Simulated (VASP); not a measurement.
A calculation with VASP 6.6.1 of LiPm3 (ASE script, Cartesian positions):

File run.py:

```python
from ase.calculators.vasp import Vasp
from ase.dft.bandgap import bandgap
from ase.io import read

atoms = read('LiPm3.xyz')
atoms.set_initial_magnetic_moments([4.0, 4.0, 4.0, 0.0])
calc = Vasp(
    directory='calc',
    xc='pbe',
    pp='PBE',
    setups='materialsproject',
    prec='Accurate',
    encut=520,
    ediff=1e-06,
    ismear=0,
    sigma=0.1,
    lreal=False,
    lasph=True,
    nelm=100,
    algo='Normal',
    isif=2,
    lwave=False,
    lcharg=False,
    ispin=2,
    lorbit=11,
    lmaxmix=6,
    kpts=[6, 6, 6],
    gamma=True,
)
atoms.calc = calc

print('energy (eV):', atoms.get_potential_energy())
print('free energy (eV):', atoms.get_potential_energy(force_consistent=True))
print('forces (eV/A):')
print(atoms.get_forces())
print('stress (eV/A^3, Voigt):', atoms.get_stress())
print('Fermi level (eV):', calc.get_fermi_level())
print('moment (muB):', atoms.get_magnetic_moment())
print('site moments (muB):', atoms.get_magnetic_moments())
gap, top, bottom = bandgap(calc)
print('band gap (eV):', gap, 'from (spin, k, band)', top, 'to', bottom)
```

Contents of LiPm3.xyz:

```xyz
4
Lattice="4.9989420000 0.0000000000 0.0000000000 0.0000000000 4.9989420000 0.0000000000 0.0000000000 0.0000000000 4.9989420000" Properties=species:S:1:pos:R:3 pbc="T T T"
Pm     0.0000000000      2.4994710000      2.4994710000
Pm     2.4994710000      0.0000000000      2.4994710000
Pm     2.4994710000      2.4994710000      0.0000000000
Li     0.0000000000      0.0000000000      0.0000000000
```

Potentials or basis: VASP PAW PBE potentials, release 64 (Pm_3, Li_sv), 4f in core.

Run with:

```console
$ python run.py
```

The cell comes from a database or a generator and needn't be the stable form of this composition.

**Question.** Write the same calculation in another form: native input, structure from a POSCAR.

**Answer.** As run:

File INCAR:

```
SYSTEM = LiPm3
PREC = Accurate ; ENCUT = 520
EDIFF = 1E-7 ; ISMEAR = 0
SIGMA = 0.1 ; LREAL = .FALSE.
LASPH = .TRUE. ; NELM = 120
ALGO = Normal ; ISIF = 2
LWAVE = .FALSE. ; LCHARG = .FALSE.
ISPIN = 2 ; MAGMOM = 4 4 4 0
LORBIT = 11 ; LMAXMIX = 6
GGA = PE
```

The input KPOINTS:

```
regular mesh
0
G
  6 6 6
  0 0 0
```

Contents of POSCAR:

```
LiPm3
1.0
    4.9989420000      0.0000000000      0.0000000000
    0.0000000000      4.9989420000      0.0000000000
    0.0000000000      0.0000000000      4.9989420000
Pm Li
3 1
Direct
    0.0000000000      0.5000000000      0.5000000000
    0.5000000000      0.0000000000      0.5000000000
    0.5000000000      0.5000000000      0.0000000000
    0.0000000000      0.0000000000      0.0000000000
```

Potentials or basis: VASP PAW PBE potentials, release 64 (Pm_3, Li_sv), 4f in core.

Launch:

```sh
$ cat potpaw_PBE.64/Pm_3/POTCAR potpaw_PBE.64/Li_sv/POTCAR > POTCAR
$ mpirun -np 1 vasp_std > vasp.out
```

Both were run:

|  | ASE script, Cartesian positions | native input, structure from a POSCAR |
| --- | --- | --- |
| Band gap on the k mesh | none (metal or under the smearing width) | none (metal or under the smearing width) |
| Net moment | 0.00 μB per cell | 0.00 μB per cell |
| Valence electrons inside the program's atomic spheres | Pm 9.45; Li 2.08 | Pm 9.45; Li 2.08 |

Keys that steer only the numerical path or the files written may differ.

Caveat: the magnetic or orbital state may not be the lowest; spin-orbit coupling is left out, which moves the levels of the heavy elements; the 4f electrons are frozen in the core as for a trivalent ion, so they carry no moment and show no levels.
